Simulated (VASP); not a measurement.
OSZICAR of a VASP run on Ni3Al (L1_2):

File OSZICAR:
```
       N       E                     dE             d eps       ncg     rms          rms(c)
DAV:   1     0.168932945676E+03    0.16893E+03   -0.12231E+04  7144   0.165E+03
DAV:   2    -0.206711227739E+02   -0.18960E+03   -0.18124E+03  7056   0.330E+02
DAV:   3    -0.289964939597E+02   -0.83254E+01   -0.78867E+01  7777   0.957E+01
DAV:   4    -0.291415933161E+02   -0.14510E+00   -0.14442E+00  8307   0.112E+01
DAV:   5    -0.291466167081E+02   -0.50234E-02   -0.50190E-02  8459   0.196E+00    0.212E+01
RMM:   6    -0.294630713930E+02   -0.31645E+00   -0.70918E+01  7056   0.111E+02    0.226E+01
RMM:   7    -0.243409780720E+02    0.51221E+01   -0.21553E+01  7056   0.658E+01    0.278E+00
RMM:   8    -0.243093370011E+02    0.31641E-01   -0.15811E-01  7068   0.346E+00    0.132E+00
RMM:   9    -0.242921675045E+02    0.17169E-01   -0.74524E-02  7082   0.244E+00    0.764E-01
RMM:  10    -0.242944845910E+02   -0.23171E-02   -0.15877E-02  7255   0.111E+00    0.414E-01
RMM:  11    -0.242957164299E+02   -0.12318E-02   -0.56487E-03  7318   0.725E-01    0.987E-02
RMM:  12    -0.242958215392E+02   -0.10511E-03   -0.15151E-03  7652   0.291E-01    0.112E-01
RMM:  13    -0.242958757384E+02   -0.54199E-04   -0.26996E-04  7544   0.116E-01    0.772E-02
RMM:  14    -0.242958875055E+02   -0.11767E-04   -0.72088E-05  6271   0.103E-01    0.398E-02
RMM:  15    -0.242958824463E+02    0.50591E-05   -0.39495E-05  5404   0.793E-02
   1 F= -.24295882E+02 E0= -.24296315E+02  d E =-.242959E+02  mag=     0.7051
```

**Question.** Which electronic solver shows in the log?

**Answer.** It is blocked Davidson (ALGO = Normal, or the opening steps of other solvers) and then RMM-DIIS (ALGO = Fast or VeryFast). The INCAR had ALGO = Fast.

**Question.** How was spin treated?

**Answer.** Collinear spin (ISPIN = 2): the summary line carries one mag value, 0.71 μB in the cell.

**Question.** Can the final energy be trusted as converged?

**Answer.** Self-consistency was reached. It stopped with EDIFF = 1E-5, NELM = 100, NSW = 20 and EDIFFG = -0.03 after 1 ionic step (PBEsol GGA, plane waves, VASP's PBE PAW potentials (set 64)).

The compound is Ni3Al in the L1_2 structure. It was relaxed first.
